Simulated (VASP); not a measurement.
# Nb3Ir under strain, part 3 of 4

How does the pressure of Nb3Ir answer to a change of volume? The bands are shown for each cell. All runs use PBEsol. Left out of this account: 1 further run (fields: a reference on another mesh). The start is a cell from a database of measured crystal structures.

VASP 6.6.1; PBEsol; plane waves and PAW (Nb_sv, Ir).

Still holding for the runs below: Spin-orbit coupling is off here; with elements this heavy it splits and shifts levels by tenths of an eV or more.

So far, pressure (GPa): step 2 (bands, cell as listed) -3.87; step 3 (cell volume +4.0 %) -11.9; step 4 (cell volume +8.0 %) -18.4.

### 5. Bands, sheared, principal strains -3.7, +0.3, +3.5 %

The cell is sheared at fixed volume, which lowers its symmetry.

INCAR reads:

```
SYSTEM = Nb3Ir
PREC = Accurate
ENCUT = 400
EDIFF = 1E-06
NELM = 100
ISMEAR = -1
SIGMA = 0.05
LREAL = .FALSE.
ALGO = Normal
GGA = PS
NBANDS = 71
LASPH = .TRUE.
LORBIT = 11
LWAVE = .FALSE.
LCHARG = .FALSE.
KPAR = 8
```

POSCAR reads:

```
Nb3Ir
1.0
    5.0455920000     -0.1008320000      0.0195900000
   -0.1008320000      5.0711630000      0.0754910000
    0.0195900000      0.0754910000      5.2920010000
Nb Ir
6 2
Direct
    0.2500000000      0.0000000000      0.5000000000
    0.5000000000      0.7500000000      0.0000000000
    0.7500000000      0.0000000000      0.5000000000
    0.5000000000      0.2500000000      0.0000000000
    0.0000000000      0.5000000000      0.7500000000
    0.0000000000      0.5000000000      0.2500000000
    0.0000000000      0.0000000000      0.0000000000
    0.5000000000      0.5000000000      0.5000000000
```

KPOINTS reads:

```
Automatic mesh
0
Gamma
6 6 6
0 0 0
```

KPOINTS_OPT reads:

```
Line mode
12
Line-mode
Reciprocal
  0.50000000   0.00000000   0.00000000 X
  0.00000000   0.00000000   0.00000000 GAMMA

  0.00000000   0.00000000   0.00000000 GAMMA
  0.00000000   0.00000000   0.50000000 Y

  0.50000000   0.00000000   0.50000000 L
  0.00000000   0.00000000   0.00000000 GAMMA

  0.00000000   0.00000000   0.00000000 GAMMA
  0.00000000  -0.50000000  -0.50000000 Z

  0.50000000  -0.50000000  -0.50000000 N
  0.00000000   0.00000000   0.00000000 GAMMA

  0.00000000   0.00000000   0.00000000 GAMMA
  0.00000000  -0.50000000   0.00000000 M

  0.50000000  -0.50000000   0.00000000 R
  0.00000000   0.00000000   0.00000000 GAMMA
```

The projector-augmented-wave data sets are Nb_sv and Ir (PBE family, release 64).

Command:

```console
mpirun -np 8 vasp_std
```

What it wrote:

```text
[... set-up lines as in an earlier step ...]
 entering main loop
       N       E                     dE             d eps       ncg     rms          rms(c)
DAV:   1     0.109169827232E+04    0.10917E+04   -0.42657E+04 16192   0.118E+03
DAV:   2     0.177565943500E+01   -0.10899E+04   -0.10439E+04 17010   0.502E+02
DAV:   3    -0.844169947308E+02   -0.86193E+02   -0.80899E+02 24064   0.108E+02
DAV:   4    -0.933169106464E+02   -0.88999E+01   -0.87644E+01 27785   0.305E+01
DAV:   5    -0.936974623281E+02   -0.38055E+00   -0.37956E+00 24455   0.679E+00    0.253E+01
DAV:   6    -0.897793208152E+02    0.39181E+01   -0.94973E+00 20976   0.176E+01    0.869E+00
DAV:   7    -0.893208017346E+02    0.45852E+00   -0.47758E+00 23214   0.138E+01    0.701E+00
DAV:   8    -0.885764323703E+02    0.74437E+00   -0.16598E+00 22502   0.741E+00    0.253E+00
DAV:   9    -0.885854772226E+02   -0.90449E-02   -0.14925E-01 23386   0.218E+00    0.913E-01
DAV:  10    -0.885817186275E+02    0.37586E-02   -0.37424E-02 24251   0.155E+00    0.287E-01
DAV:  11    -0.885795861154E+02    0.21325E-02   -0.73038E-03 23226   0.662E-01    0.117E-01
DAV:  12    -0.885796310417E+02   -0.44926E-04   -0.10968E-03 24594   0.197E-01    0.944E-02
DAV:  13    -0.885796348327E+02   -0.37910E-05   -0.14998E-04 25169   0.884E-02    0.585E-02
DAV:  14    -0.885796488281E+02   -0.13995E-04   -0.29680E-05 22570   0.374E-02    0.205E-02
DAV:  15    -0.885796500735E+02   -0.12454E-05   -0.40873E-06 17610   0.134E-02    0.714E-03
DAV:  16    -0.885796502458E+02   -0.17227E-06   -0.65590E-07 10321   0.596E-03
   1 F= -.88579650E+02 E0= -.88559308E+02  d E =-.406847E-01
 Start KPOINTS_OPT (optional k-point list driver)
k-point batch [1-84\84]
       N       E                     dE             ncg
DAV:   1     0.369029469989E+05   -0.56102E+05    12136
DAV:   2    -0.554454588834E+05   -0.92348E+05    12598
DAV:   3    -0.627634061026E+05   -0.73179E+04    18457
DAV:   4    -0.634637405728E+05   -0.70033E+03    20898
DAV:   5    -0.634944981042E+05   -0.30758E+02    18467
DAV:   6    -0.634963530389E+05   -0.18549E+01    20704
DAV:   7    -0.634964573193E+05   -0.10428E+00    18490
DAV:   8    -0.634964657655E+05   -0.84462E-02    18449
DAV:   9    -0.634964664033E+05   -0.63783E-03    15331
DAV:  10    -0.634964664690E+05   -0.65614E-04    11820
DAV:  11    -0.634964664762E+05   -0.72731E-05    10170
DAV:  12    -0.634964664772E+05   -0.10069E-05     8620
DAV:  13    -0.634964664777E+05   -0.45486E-06     7993
```

Wall time 6.1 min (8 MPI ranks of AMD EPYC 7R43, shared host); peak memory 7.1 GiB.

OUTCAR, selected parts (step 5):

```text
   k-points           NKPTS =    112   k-points in BZ     NKDIM =    112   number of bands    NBANDS=     71

   ENCUT  =  400.0 eV  29.40 Ry    5.42 a.u.   8.23  8.27  8.63*2*pi/ulx,y,z

   NELECT =      96.0000    total number of electrons

 E-fermi :  11.1930

 k-point     1 :       0.0000    0.0000    0.0000
  band No.  band energies     occupation
    ...
     45       9.6462      2.00000
     46       9.9939      2.00000
     47      10.0943      2.00000
     48      10.4263      2.00000
     49      10.5214      2.00000
     50      11.7832      0.00001
     51      11.8848      0.00000
     52      12.0926      0.00000
     53      12.1430      0.00000
     54      12.2754      0.00000
    ...

  Total        1.6061144      0.2983334    -10.3710129      2.7415048     -1.9208226     -0.5160544
  in kB       19.0160148      3.5321970   -122.7903447     32.4587698    -22.7420855     -6.1099626
  external PRESSURE =     -33.4140443 kB  Pullay stress =       0.0000000 kB

 POSITION                                       TOTAL-FORCE (eV/Angst)
 -----------------------------------------------------------------------------------
      1.27119      0.01254      2.65090        -0.105369      0.067616      0.021723
      2.44717      3.75296      0.06641         0.061941     -0.114520      0.042812
      3.79399     -0.03788      2.66069         0.105369     -0.067616     -0.021723
      2.49759      1.21737      0.02867        -0.061941      0.114520     -0.042812
     -0.03572      2.59220      4.00675         0.016196     -0.038166      0.002741
     -0.04552      2.55445      1.36075        -0.016196      0.038166     -0.002741
      0.00000      0.00000      0.00000         0.000000     -0.000000      0.000000
      2.48218      2.52291      2.69354         0.000000     -0.000000      0.000000
 -----------------------------------------------------------------------------------
    total drift:                                0.000000      0.000000     -0.000000

  FREE ENERGIE OF THE ION-ELECTRON SYSTEM (eV)
  ---------------------------------------------------
  free  energy   TOTEN  =       -88.5796502458 eV

  energy  without entropy=      -88.5389655729  energy(sigma->0) =      -88.55930791

[... 1 part as in an earlier step ...]

[... 14 further parts left out ...]
```

The path and its labels are those of the sheared lattice, so a letter need not mean the same point as in the unstrained cell.

Numbers from this step:

```yaml
scf_cycles: 16
irreducible_k_points: 112
symmetry_operations: 2
free_energy_toten: -88.5797 eV
energy_at_zero_smearing: -88.5593 eV
fermi_energy: 11.19 eV
pressure: -3.341 GPa
```

Electronic bands along the path, in eV, zero at the Fermi level; # counts the bands kept, so #1 is VASP's band 25:

```
          point    #22    #23    #24    #25   #26   #27   #28   #29
              X  -0.48  -0.48  -0.09   0.15  0.17  0.38  0.41  1.01
0.55 of the way  -1.09  -0.97  -0.87  -0.48  0.24  0.80  0.83  0.87
              Γ  -1.20  -1.10  -0.77  -0.67  0.59  0.69  0.90  0.95
0.45 of the way  -1.16  -0.70  -0.49  -0.41  0.34  0.73  0.78  0.87
              Y  -0.43  -0.19  -0.16   0.04  0.07  0.39  0.42  0.87
      jump to L  -0.23  -0.19  -0.17  -0.06  0.81  1.23  1.38  1.39
0.45 of the way  -0.99  -0.91  -0.44  -0.09  0.32  0.52  0.82  0.89
              Γ  -1.20  -1.10  -0.77  -0.67  0.59  0.69  0.90  0.95
0.45 of the way  -1.03  -1.02  -0.59  -0.24  0.37  0.63  0.72  0.92
              Z  -0.29  -0.19  -0.18  -0.07  0.79  1.23  1.35  1.40
      jump to N  -0.56  -0.52  -0.51   1.17  1.19  1.22  1.25  1.40
0.45 of the way  -1.01  -0.78  -0.71   0.38  0.60  0.69  0.90  1.23
              Γ  -1.20  -1.10  -0.77  -0.67  0.59  0.69  0.90  0.95
0.45 of the way  -1.10  -0.96  -0.85  -0.43  0.26  0.76  0.82  0.88
              M  -0.47  -0.44  -0.06   0.12  0.14  0.37  0.43  0.97
      jump to R  -0.10  -0.05  -0.04   0.08  0.76  1.14  1.41  1.42
0.55 of the way  -1.12  -0.96  -0.63  -0.43  0.35  0.67  0.82  0.95
              Γ  -1.20  -1.10  -0.77  -0.67  0.59  0.69  0.90  0.95
```

Of the projections kept (Nb, Ir), the largest for each band there; the rest of the weight can lie on other orbitals:

```csv
point,#22,#23,#24,#25,#26,#27,#28,#29
X,Nb 0.89,Nb 0.86,Nb 0.80,Nb 0.68,Nb 0.68,Nb 0.66,Nb 0.75,Nb 0.82
Γ,Nb 0.71,Nb 0.72,Nb 0.71,Nb 0.74,Nb 0.66,Nb 0.68,Nb 0.69,Nb 0.69
Y,Nb 0.89,Nb 0.80,Nb 0.79,Nb 0.67,Nb 0.67,Nb 0.67,Nb 0.67,Nb 0.73
L,Ir 0.56,Nb 1.00,Ir 0.54,Nb 1.00,Nb 0.51,Nb 0.99,Nb 0.78,Nb 0.85
Γ,Nb 0.71,Nb 0.72,Nb 0.71,Nb 0.74,Nb 0.66,Nb 0.68,Nb 0.69,Nb 0.69
Z,Ir 0.57,Nb 1.00,Ir 0.55,Nb 1.00,Nb 0.52,Nb 0.99,Nb 0.82,Nb 0.81
```

Force by atom:

```csv
atom,x (eV/Å),y (eV/Å),z (eV/Å),size
Nb1,-0.105,0.068,0.022,0.127
Nb2,0.062,-0.115,0.043,0.137
Nb3,0.105,-0.068,-0.022,0.127
Nb4,-0.062,0.115,-0.043,0.137
Nb5,0.016,-0.038,0.003,0.042
Nb6,-0.016,0.038,-0.003,0.042
Ir7,0.000,0.000,0.000,0.000
Ir8,0.000,0.000,0.000,0.000
```

 The pressure is -3.34 GPa, and the symmetry operations fall from 48 to 2.

### 6. Bands, volume times 0.96

The cell is compressed evenly, with fractional positions held.

INCAR is that of step 5.

Edit POSCAR of step 5 so:

```diff
@@ -2,5 +2,5 @@
 1.0
-    5.0455920000     -0.1008320000      0.0195900000
-   -0.1008320000      5.0711630000      0.0754910000
-    0.0195900000      0.0754910000      5.2920010000
+    5.0646131158      0.0000000000      0.0000000000
+    0.0000000000      5.0646131158      0.0000000000
+    0.0000000000      0.0000000000      5.0646131158
 Nb Ir
```

KPOINTS is that of step 5.

KPOINTS_OPT reads:

```
Line mode
12
Line-mode
Reciprocal
  0.00000000   0.00000000   0.00000000 GAMMA
  0.00000000   0.50000000   0.00000000 X

  0.00000000   0.50000000   0.00000000 X
  0.50000000   0.50000000   0.00000000 M

  0.50000000   0.50000000   0.00000000 M
  0.00000000   0.00000000   0.00000000 GAMMA

  0.00000000   0.00000000   0.00000000 GAMMA
  0.50000000   0.50000000   0.50000000 R

  0.50000000   0.50000000   0.50000000 R
  0.00000000   0.50000000   0.00000000 X

  0.50000000   0.50000000   0.00000000 M
  0.50000000   0.50000000   0.50000000 R
```

Command:

```console
mpirun -np 8 vasp_std
```

What it wrote:

```text
[... set-up lines as in an earlier step ...]
 entering main loop
       N       E                     dE             d eps       ncg     rms          rms(c)
DAV:   1     0.110152489686E+04    0.11015E+04   -0.42499E+04  2880   0.118E+03
DAV:   2     0.267865197437E+01   -0.10988E+04   -0.10526E+04  3013   0.506E+02
DAV:   3    -0.844069296191E+02   -0.87086E+02   -0.81800E+02  4336   0.110E+02
DAV:   4    -0.932745002559E+02   -0.88676E+01   -0.87356E+01  4936   0.304E+01
DAV:   5    -0.936773049944E+02   -0.40280E+00   -0.40175E+00  4434   0.695E+00    0.271E+01
DAV:   6    -0.899934039056E+02    0.36839E+01   -0.92154E+00  3712   0.175E+01    0.946E+00
DAV:   7    -0.894566327071E+02    0.53677E+00   -0.46702E+00  4138   0.139E+01    0.703E+00
DAV:   8    -0.887741589774E+02    0.68247E+00   -0.15743E+00  3979   0.719E+00    0.254E+00
DAV:   9    -0.887809255425E+02   -0.67666E-02   -0.15750E-01  4097   0.195E+00    0.584E-01
DAV:  10    -0.887798653098E+02    0.10602E-02   -0.24281E-02  4290   0.785E-01    0.154E-01
DAV:  11    -0.887798478350E+02    0.17475E-04   -0.11172E-03  4617   0.150E-01    0.101E-01
DAV:  12    -0.887798906590E+02   -0.42824E-04   -0.13293E-04  3929   0.680E-02    0.293E-02
DAV:  13    -0.887798844996E+02    0.61594E-05   -0.15215E-05  4137   0.189E-02    0.157E-02
DAV:  14    -0.887798876886E+02   -0.31891E-05   -0.27254E-06  2577   0.114E-02    0.223E-03
DAV:  15    -0.887798877554E+02   -0.66759E-07   -0.39241E-07  1857   0.400E-03
   1 F= -.88779888E+02 E0= -.88759680E+02  d E =-.404152E-01
 Start KPOINTS_OPT (optional k-point list driver)
k-point batch [1-20\72]
       N       E                     dE             ncg
DAV:   1     0.871980020742E+04   -0.13914E+05     2864
DAV:   2    -0.135111075991E+05   -0.22231E+05     3013
DAV:   3    -0.152583986960E+05   -0.17473E+04     4408
DAV:   4    -0.154239701773E+05   -0.16557E+03     4904
DAV:   5    -0.154312373018E+05   -0.72671E+01     4428
DAV:   6    -0.154316454183E+05   -0.40812E+00     4888
DAV:   7    -0.154316743977E+05   -0.28979E-01     4498
DAV:   8    -0.154316759446E+05   -0.15469E-02     4248
DAV:   9    -0.154316760809E+05   -0.13632E-03     3642
DAV:  10    -0.154316760935E+05   -0.12621E-04     2697
DAV:  11    -0.154316760948E+05   -0.13263E-05     2298
DAV:  12    -0.154316760951E+05   -0.24319E-06     1978
[...]
k-point batch [61-72\72]
       N       E                     dE             ncg
DAV:   1     0.204401603929E+05   -0.23938E+05     1744
DAV:   2     0.706834995449E+04   -0.13372E+05     1872
DAV:   3     0.604855572654E+04   -0.10198E+04     2432
DAV:   4     0.592825360107E+04   -0.12030E+03     3090
DAV:   5     0.592445789561E+04   -0.37957E+01     2698
DAV:   6     0.592424851620E+04   -0.20938E+00     2993
DAV:   7     0.592424094366E+04   -0.75725E-02     2664
DAV:   8     0.592424048053E+04   -0.46313E-03     2617
DAV:   9     0.592424045916E+04   -0.21371E-04     2064
DAV:  10     0.592424045758E+04   -0.15827E-05     1730
DAV:  11     0.592424045746E+04   -0.11950E-06     1337
```

The job ended after 3.4 min (8 MPI ranks; peak memory 2.6 GiB).

Parts of OUTCAR (step 6):

```text
   ENCUT  =  400.0 eV  29.40 Ry    5.42 a.u.   8.26  8.26  8.26*2*pi/ulx,y,z

   NELECT =      96.0000    total number of electrons

 E-fermi :  11.8135

 k-point     1 :       0.0000    0.0000    0.0000
  band No.  band energies     occupation
    ...
     45      10.3778      2.00000
     46      10.3778      2.00000
     47      10.9447      2.00000
     48      10.9447      2.00000
     49      10.9447      2.00000
     50      12.4890      0.00000
     51      12.4890      0.00000
     52      12.8009      0.00000
     53      12.8009      0.00000
     54      12.8009      0.00000
    ...

  Total        4.9715144      4.9715144      4.9715144      0.0000000     -0.0000000      0.0000000
  in kB       61.3141136     61.3141136     61.3141136      0.0000000     -0.0000000      0.0000000
  external PRESSURE =      61.3141136 kB  Pullay stress =       0.0000000 kB

 POSITION                                       TOTAL-FORCE (eV/Angst)
 -----------------------------------------------------------------------------------
      1.26615      0.00000      2.53231         0.000000      0.000000      0.000000
      2.53231      3.79846      0.00000        -0.000000      0.000000     -0.000000
      3.79846      0.00000      2.53231        -0.000000     -0.000000     -0.000000
      2.53231      1.26615      0.00000         0.000000     -0.000000      0.000000
      0.00000      2.53231      3.79846         0.000000     -0.000000      0.000000
      0.00000      2.53231      1.26615        -0.000000      0.000000     -0.000000
      0.00000      0.00000      0.00000        -0.000000      0.000000     -0.000000
      2.53231      2.53231      2.53231        -0.000000      0.000000     -0.000000
 -----------------------------------------------------------------------------------
    total drift:                                0.000000      0.000000     -0.000000

  FREE ENERGIE OF THE ION-ELECTRON SYSTEM (eV)
  ---------------------------------------------------
  free  energy   TOTEN  =       -88.7798877554 eV

  energy  without entropy=      -88.7394725715  energy(sigma->0) =      -88.75968016

[... 5 parts as in an earlier step ...]

[... 11 further parts left out ...]
```

Numbers from this step:

```yaml
scf_cycles: 15
irreducible_k_points: 20
symmetry_operations: 48
free_energy_toten: -88.7799 eV
energy_at_zero_smearing: -88.7597 eV
fermi_energy: 11.81 eV
pressure: 6.131 GPa
```

The electronic bands at the labelled points (eV, zero at the Fermi level; # counts the bands kept, so #1 is VASP's band 25):

```csv
point,#21,#22,#23,#24,#25,#26,#27,#28
Γ,-1.44,-1.44,-0.87,-0.87,-0.87,0.68,0.68,0.99
0.55 of the way,-1.43,-1.00,-0.75,-0.51,-0.51,0.15,0.79,0.79
X,-0.50,-0.50,-0.28,-0.28,0.13,0.13,0.34,0.34
0.55 of the way,-1.17,-0.78,-0.42,-0.05,0.27,0.39,0.64,0.94
M,-1.11,-0.19,-0.19,-0.13,-0.13,0.87,1.24,1.48
0.55 of the way,-1.29,-1.13,-1.01,-0.73,-0.27,0.37,0.68,0.70
Γ,-1.44,-1.44,-0.87,-0.87,-0.87,0.68,0.68,0.99
0.45 of the way,-1.37,-1.01,-0.98,-0.98,0.10,0.60,0.60,0.83
R,-0.67,-0.67,-0.67,-0.67,1.35,1.35,1.35,1.35
0.45 of the way,-1.12,-1.12,0.11,0.11,0.37,0.37,1.03,1.03
X,-0.50,-0.50,-0.28,-0.28,0.13,0.13,0.34,0.34
jump to M,-1.11,-0.19,-0.19,-0.13,-0.13,0.87,1.24,1.48
0.45 of the way,-0.71,-0.55,-0.55,0.56,0.68,0.71,0.71,0.95
R,-0.67,-0.67,-0.67,-0.67,1.35,1.35,1.35,1.35
```

Of the projections kept (Nb, Ir), the largest for each band there; the rest of the weight can lie on other orbitals:

```
point      #21      #22      #23      #24      #25      #26      #27      #28
    Γ  Nb 0.74  Nb 0.74  Nb 0.71  Nb 0.71  Nb 0.71  Nb 0.65  Nb 0.65  Nb 0.70
    X  Nb 0.90  Nb 0.90  Nb 0.79  Nb 0.79  Nb 0.65  Nb 0.65  Nb 0.71  Nb 0.71
    M  Nb 0.77  Nb 1.00  Nb 1.00  Ir 0.52  Ir 0.52  Nb 0.50  Nb 0.99  Nb 0.82
    Γ  Nb 0.74  Nb 0.74  Nb 0.71  Nb 0.71  Nb 0.71  Nb 0.65  Nb 0.65  Nb 0.70
    R  Nb 0.71  Nb 0.71  Nb 0.71  Nb 0.71  Nb 0.80  Nb 0.80  Nb 0.80  Nb 0.80
    X  Nb 0.90  Nb 0.90  Nb 0.79  Nb 0.79  Nb 0.65  Nb 0.65  Nb 0.71  Nb 0.71
```

 The pressure is 6.13 GPa.

For the pressure, step 2 gave -3.87 GPa; this run, with cell volume -4.0 %, gives 6.13 GPa.

(Part 3 of 4 ends here.)

[Lines on the potential files, build, host, timing and source positions are cut from VASP's logs without a mark.]

[Logs are printed without paths, hosts, clocks, repeated set-up lines and the standing remarks that a program may print on its own settings, such as how far it seeks lower states.]

[Hosts, paths, dates, database ids (printed as entryN), source tags and the programs' standing remarks are cut or masked in the printed files.]

[A measured line is paired with the nearest computed mode of its activity, which favours agreement.]
